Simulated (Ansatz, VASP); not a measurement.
# V2H2NO2 (V2N(OH)2 MXene monolayer): VASP beside Ansatz

Aim: how closely do two programs agree when they are given the same cell, functional and k mesh? The structure shown is the start of the Ansatz relaxation below; VASP solves that cell, so the two are compared at the walk's first step.

Main program and level: Ansatz 0.2.0; plane waves, with VASP 6.6.1 beside it; single point at LDA.

**1. The structure**

The cell holds 7 atoms: 2 H, 2 O, 2 V and 1 N. Its edges and angles: a = 2.941 Å, b = 2.941 Å, c = 44.032 Å, α = 90.0°, β = 90.0°, γ = 120.0°. Vacuum lies along c.

**2. Ansatz: relaxation, LDA**

Ansatz runs on its default PAW (the set named soft_2) files.

The two programs are compared at the cell with which this relaxation starts, whose forces are those of its first step.

Input file input.yaml:

```yaml
crystal:
  lattice:
    - [2.940652, 0.0, 0.0]
    - [-1.470326, 2.5466793357, 0.0]
    - [0.0, 0.0, 44.0317308659]
  atoms:
    - { symbol: H, position: [0.3333333333, 0.6666666667, 0.4258292743] }
    - { symbol: O, position: [0.3333333333, 0.6666666667, 0.448085951] }
    - { symbol: V, position: [0.6666666667, 0.3333333333, 0.4736484823], spin: 2.0 }
    - { symbol: "N", position: [0.0, 0.0, 0.5] }
    - { symbol: V, position: [0.3333333333, 0.6666666667, 0.5263515177], spin: 2.0 }
    - { symbol: O, position: [0.6666666667, 0.3333333333, 0.551914049] }
    - { symbol: H, position: [0.6666666667, 0.3333333333, 0.5741707257] }
  periodic: [true, true, false]
magnetization:
  spin_polarized: true
kpoints:
  mp_grid: { grid: [12, 12, 1] }
hamiltonian:
  xc: lda
scf:
  occupations: { method: fermi_dirac, width: 0.05 }
  convergence: { dr2_threshold: 1.0e-09 }
relax:
  f_tol: 0.004
  max_steps: 90
  cell: {}
output:
  write_potential: true
  write_density: true
  volumetric_format: npy
```

Launch:

```sh
> ansatz run input.yaml --threads 4 --pin off --max-ram 6144MiB --backend cpu --events-out ev --progress --plain --runs-dir out
```

Numbers of over 12 decimals in the logs are rounded to 6 here.

The log of the run:

```text
Warning: relax.cell: scf.convergence.dr2_threshold = 1e-9 eV is looser than the 2.56130553055e-10 eV advised for a relaxation that steers and ends on the stress (1e-10 eV for each atom of the cell: 7, times the square of relax.cell.stress_2d_tol = 0.05 N/m over 16.5 Å (the atoms' height at the walk's start and 5 Å past either face), 3.024e-2 GPa, over a crystal's default 0.05). What an SCF threshold leaves in a stress goes as its square root, and in the free energy as the threshold itself, and one threshold admits the most on a small cell: [figures from the program's tests cut] Set scf.convergence.dr2_threshold to 2.56130553055e-10 eV or tighter. [rest of the remark cut]
Engine: ansatz 0.2.0, aarch64-unknown-linux-gnu
Pseudopotentials: kind: paw
Pseudopotential: H, paw, valence charge 1, recommended cutoff 420 eV (normal), H.paw.azcp
Pseudopotential: O, paw, valence charge 6, recommended cutoff 420 eV (normal), O.paw.azcp
Pseudopotential: V, paw, valence charge 13, recommended cutoff 420 eV (normal), V.paw.azcp
Pseudopotential: N, paw, valence charge 5, recommended cutoff 420 eV (normal), N.paw.azcp
Functional definition: SPW92
  exchange = slater_x
  correlation = pw_c
Crystal: 7 atoms, lattice volume = 329.749 Å³
Basis set: ecut = 420 eV, 6363 PW (Γ)
Bands: 32, of which v1, the nominal top of the filled ones, is band 23 counted from 1 (22 counted from 0)
Symmetry: 12 space group operations
Space group: P-3m1 (ITA 164), of the structure as read, at distance tolerance 6.9e-5 Å
Magnetic group: BNS 164.85 (UNI 1315), of the structure as read, at distance tolerance 6.9e-5 Å
k-points: 19 of 144
Non-local potential: H, projectors of the file, l = 0: 2, l = 1: 1
Non-local potential: O, projectors of the file, l = 0: 2, l = 1: 2, l = 2: 1
Non-local potential: V, projectors of the file, l = 0: 3, l = 1: 2, l = 2: 3, l = 3: 1
Non-local potential: N, projectors of the file, l = 0: 2, l = 1: 2, l = 2: 1
PAW form: soft (Blöchl's): semilocal exchange-correlation on the pseudo side does not see the compensation charge
PAW frozen core: O, regenerated for the run's functional, and the local potential with it (the file was generated under x = pbe(κ = 0.804, μ = 0.219515), c = pbe(β = 0.066725))
PAW frozen core: V, regenerated for the run's functional, and the local potential with it (the file was generated under x = pbe(κ = 0.804, μ = 0.219515), c = pbe(β = 0.066725))
PAW frozen core: N, regenerated for the run's functional, and the local potential with it (the file was generated under x = pbe(κ = 0.804, μ = 0.219515), c = pbe(β = 0.066725))
PAW one-centre angular grid: H, 110 points (default); XC on 64 Gauss nodes
PAW one-centre angular grid: O, 110 points (default); XC on 64 Gauss nodes
PAW one-centre angular grid: V, 590 points (default); XC on 64 Gauss nodes
PAW one-centre angular grid: N, 110 points (default); XC on 64 Gauss nodes
Initial density: superposition of atomic densities (neutral atoms: chi_scale 0, normalization atom)
Starting moments: Σ|m| = 4 μB on 2 of 7 sites
Initial wavefunctions: pseudopotential atomic-orbital guess
Functional: x = slater, c = lda
SCF iter   1: F=—  HF=-7246.064259 eV  |F-HF|=—  |Δ(HF+E_count)|=         —  Δρ=4.19e-2 (↑4.19e-2 ↓3.36e-2)  dr2=2.48e1  dr2_m=4.87e-1  M=2.867 μB ∫|m|=2.919 μB  β_m=0.30  ethr=3.10e-3  ⟨swp⟩=22.4  Hψ=10616  notcnv=0
Mixer restart at iter 1: flushing history
preconditioner: auto → LDOS  [metal: Δε(μ)=0.038 eV  Ē_g=13.189 eV  σ=0.050 eV  W_gap=0.19  n_scr=26 (ndim 8)  ℏωp=11.0 eV  f_vac=0.791  D(μ)=3.39/eV (n_scr^D=18)]
spin=Collinear: LDOS preconditioning applied to the charge; magnetization (m = ρ↑ − ρ↓) channel mixes plain (no charge-response kernel on spin).
SCF iter   2: F=—  HF=-7241.135659 eV  |F-HF|=—  |Δ(HF+E_count)|=    4.93e0  Δρ=2.59e-2 (↑2.59e-2 ↓1.74e-2)  dr2=6.86e0  dr2_m=3.01e-1  M=2.716 μB ∫|m|=2.766 μB  β_m=0.42  ethr=3.10e-3  ⟨swp⟩=4.2  Hψ=2849  notcnv=0  defer=62
SCF iter   3: F=—  HF=-7240.371026 eV  |F-HF|=—  |Δ(HF+E_count)|=   7.65e-1  Δρ=1.87e-2 (↑1.87e-2 ↓6.15e-3)  dr2=1.05e1  dr2_m=2.03e-1  M=2.218 μB ∫|m|=2.387 μB  β_m=0.63  ethr=3.10e-3  ⟨swp⟩=6.8  Hψ=3507  notcnv=0  defer=63
SCF iter   4: F=—  HF=-7239.868569 eV  |F-HF|=—  |Δ(HF+E_count)|=   5.02e-1  Δρ=1.01e-2 (↑1.01e-2 ↓3.81e-3)  dr2=2.75e0  dr2_m=8.82e-2  M=2.100 μB ∫|m|=2.266 μB  β_m=0.77  ethr=3.10e-3  ⟨swp⟩=4.1  Hψ=2357  notcnv=0  defer=53
[...]
preconditioner: auto → LDOS  [metal: Δε(μ)=0.035 eV  Ē_g=10.855 eV  σ=0.050 eV  W_gap=0.17  n_scr=24 (ndim 8)  ℏωp=10.9 eV  f_vac=0.803  D(μ)=3.70/eV (n_scr^D=18)]
spin=Collinear: LDOS preconditioning applied to the charge; magnetization (m = ρ↑ − ρ↓) channel mixes plain (no charge-response kernel on spin).
SCF iter   2: F=—  HF=-7240.528866 eV  |F-HF|=—  |Δ(HF+E_count)|=   1.00e-4  Δρ=2.59e-6 (↑2.59e-6 ↓2.59e-6)  dr2=1.15e-8  dr2_m=6.78e-12  M=-0.000 μB ∫|m|=0.000 μB  β_m=0.51  ethr=1.09e-10  ⟨swp⟩=5.6  Hψ=3850  notcnv=0
SCF iter   3: F=—  HF=-7240.528891 eV  |F-HF|=—  |Δ(HF+E_count)|=   2.47e-5  Δρ=1.29e-6 (↑1.29e-6 ↓1.29e-6)  dr2=2.24e-9  dr2_m=6.87e-12  M=-0.000 μB ∫|m|=0.000 μB  β_m=0.62  ethr=2.55e-11  ⟨swp⟩=4.2  Hψ=2560  notcnv=0
SCF iter   4: F=—  HF=-7240.528907 eV  |F-HF|=—  |Δ(HF+E_count)|=   1.63e-5  Δρ=2.56e-7 (↑2.45e-7 ↓2.56e-7)  dr2=2.74e-10  dr2_m=6.44e-12  M=-0.000 μB ∫|m|=0.000 μB  β_m=0.69  ethr=4.99e-12  ⟨swp⟩=2.7  Hψ=1624  notcnv=0
SCF iter   5: F=-7240.528909 eV  HF=-7240.528909 eV  |F-HF|=4.70e-8  |Δ(HF+E_count)|=   1.43e-6  Δρ=7.53e-8 (↑5.33e-8 ↓7.53e-8)  dr2=9.51e-11  dr2_m=5.30e-12  M=-0.000 μB ∫|m|=0.000 μB  ethr=1.00e-12  ⟨swp⟩=13.3  Hψ=8820  notcnv=0
the starting moments were not kept: the SCF closed with an absolute magnetisation of 3.1e-4 μB, where they sum to 4 μB in size (2 sites). That is at most 0.1 of that sum.
SCF 12 converged in 5 iterations: F = -7240.528909 eV  dr2 = 9.51e-11
relax step  12: F+E_penalty+E_count = -7240.52890876 eV  Δ(F+E_penalty+E_count) = -5.229e-4 eV  max|allowed force component| = 2.890e-3 eV/Å  Δτ_max = 0.0000 Å  P = +0.011 N/m  Ω = 335.745 Å³  fix = [c, alpha, beta]  reactions: c +0.000 N/m  stress off target by 1.08e-2 N/m on what of the cell is left free  SCF on the basis re-selected at this cell (its energy is not comparable with the rows above)  (5 SCF iters)
basis re-selected at this cell: Δ(F+E_penalty+E_count) = -5.229e-4 eV, ΔP = +0.005 N/m vs the last step (what re-selecting the basis moved, of the pressure what is left beyond the Pulay correction that the steps carried, after the strain that the cell walked since its last selection, with what the two solves' SCF thresholds leave and, on support functions, any second-order correction that the steps lacked; it is no m [...]
WARN: The output density's exchange-correlation potential varies sharply where the density is thin. Do not read a vacuum level from v_tot or v_xc, or from such a field of the output density. On a cell that repeats whose density bears no net charge and no dipole along the vacuum's axis use v_es (v_loc + v_h of the components); under efield.dipole_correction with no amplitude use v_es + v_field, which holds any externa [...]
SCF converged after 5 iterations
Magnetization: -0.0003 μB (22.4998 up, 22.5002 down)
Absolute magnetization: 0.0003 μB (∫|ρ↑−ρ↓|, with the PAW one-centre terms)
Spin contamination: 0.0000 ħ² per cell (⟨S²⟩ above its minimum at these occupations)
Per-site moments (μB) at R_I (Å): [(-1.4569119962144601e-6, 0.403951), (-5.50619610695197e-6, 0.403951), (-2.4592263876633646e-5, 0.808862), (-1.0326970096650514e-6, 0.808862), (-2.4592263876661903e-5, 0.808862), (-5.506196106971489e-6, 0.403951), (-1.4569119962157421e-6, 0.403951)]
Free energy (F): -7240.528909 eV
Harris-Foulkes:  -7240.528909 eV  (|F-HF|=4.70e-8)
Internal energy: -7240.498883 eV  (E = F + TS)
E sigma→0 (E₀):  -7240.513896 eV
Entropy (-TS):   -0.030026 eV (-4.289 meV/atom)
Fermi energy:    -2.645662 eV
--- Per-component energies (eV) ---
  E_band       = -1099.952231
  E_kinetic    = 1188.749562
  E_local      = -224942.718888  (includes V_loc(G=0)·N_el)
  E_nonlocal   = 68.941949
  E_hartree    = 111848.273712
  E_xc         = -481.846591
  E_vxc        = -616.730466  (∫ρ·V_xc dr)
  E_paw        = -2538.754324  (= ΣΔE_a)
  E_vpaw       = -494.749871  (= ΣTr[D̂ρ^β])
  E_aug_tail   = 0.003272  (compensation charges beyond the density's cutoff)
  E_ewald      = 107615.886237
  E_core_change = 0.966187  (= ΣΔE_core)
  E_smearing   = -0.030026  (= −TS)
  E_closure    = -0.000000  (closes the sum)
  Σ components = -7240.528909   (vs F -7240.528909, Δ=0.00e0)
--- Forces (eV/Å), atoms counted from 1 ---
  atom   1  H      0.00000000    -0.00000000    -0.00070659
  atom   2  O      0.00000000    -0.00000000     0.00288995
  atom   3  V     -0.00000000     0.00000000    -0.00184282
  atom   4  N      0.00000000     0.00000000     0.00000000
  atom   5  V      0.00000000    -0.00000000     0.00184282
  atom   6  O     -0.00000000     0.00000000    -0.00288995
  atom   7  H      0.00000000     0.00000000     0.00070659
  max |Σ_I F_I| component: 3.67e-17 eV/Å
--- 2D stress c σ (N/m, compression-positive) ---
        0.010801       0.000000       0.000000
        0.000000       0.010801      -0.000000
        0.000000      -0.000000       0.000000
  P = ½ c Tr σ = 0.0108 N/m
--- Band table (eV; the first three rows and the last of 38) ---
  k-point 0 ↑: bands = [... 19 lower, -6.8579, -4.4319, -4.4319, -3.1533, -2.8023, -2.7105, -1.9468, -1.8322, ... 5 higher]
  k-point 1 ↑: bands = [... 19 lower, -7.0158, -4.4737, -4.2638, -3.1547, -2.7041, -2.6185, -1.9536, -1.8392, ... 5 higher]
  k-point 2 ↑: bands = [... 19 lower, -7.3435, -4.7214, -3.8796, -3.1066, -2.6325, -2.1514, -1.8290, -1.6954, ... 5 higher]
  k-point 18 ↓: bands = [... 19 lower, -8.2556, -3.6354, -3.6354, -3.3212, -1.7360, -1.7360, -0.9300, 0.0064, ... 5 higher]
  the weakly bound empty levels are not read free of the cell's end (no_gap_told)
--- Relaxed structure (10 steps of the walk, 10 accepted, 2 SCFs on fresh bases) ---
  F+E_penalty+E_count = -7240.52890876 eV   max|allowed force component| = 2.890e-3 eV/Å   (the final SCF, on the basis selected at the relaxed cell)
  cell:  # Å, volume = 335.7447 Å³
    - [2.967266, 0, 0]
    - [-1.483633, 2.569727, 0]
    - [0, 0, 44.0317308659]
  atoms:
    - { symbol: H, position: [0.333333, 0.666667, 0.428864] }
    - { symbol: O, position: [0.333333, 0.666667, 0.451104] }
    - { symbol: V, position: [0.666667, 0.333333, 0.478333] }
    - { symbol: N, position: [0, 0, 0.5] }
    - { symbol: V, position: [0.333333, 0.666667, 0.521667] }
    - { symbol: O, position: [0.666667, 0.333333, 0.548896] }
    - { symbol: H, position: [0.666667, 0.333333, 0.571136] }
```

(Part 1 of 2 ends here.)

[Lines on the potential files, build, host, timing and source positions are cut from VASP's logs without a mark.]

[Logs are printed without paths, hosts, clocks, repeated set-up lines and the standing remarks that a program may print on its own settings, such as how far it seeks lower states.]

[Hosts, paths, dates, database ids (printed as entryN), source tags and the programs' standing remarks are cut or masked in the printed files.]
